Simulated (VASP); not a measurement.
Energy against volume of HfN (rock salt). All values below come from vdW-DF-cx, VASP's PBE PAW potentials (set 64) (plane waves; VASP 6.6.1). Run with 520 eV cut-off, 14×14×14 Γ-centred mesh, first-order Methfessel-Paxton smearing of 0.10 eV, potentials Hf_pv N.

```tsv
V (Å³/atom)	E (eV/atom)
11.068	-9.32212
11.410	-9.33210
11.753	-9.32355
12.095	-9.29922
```

Q: Fit these four points and predict the energy of the run at 10.726 Å³/atom.

A: A cubic in V^(−2/3), the third-order Birch-Murnaghan form, passes through the four points with V0 = 11.41 Å³/atom and B0 = 288 GPa, and gives -9.2904 eV/atom there. The run gave -9.2904 eV/atom, +0.1 meV/atom from the fit; all five points give B0 = 288 GPa.

The compound is HfN in the rock salt structure. It was relaxed first.
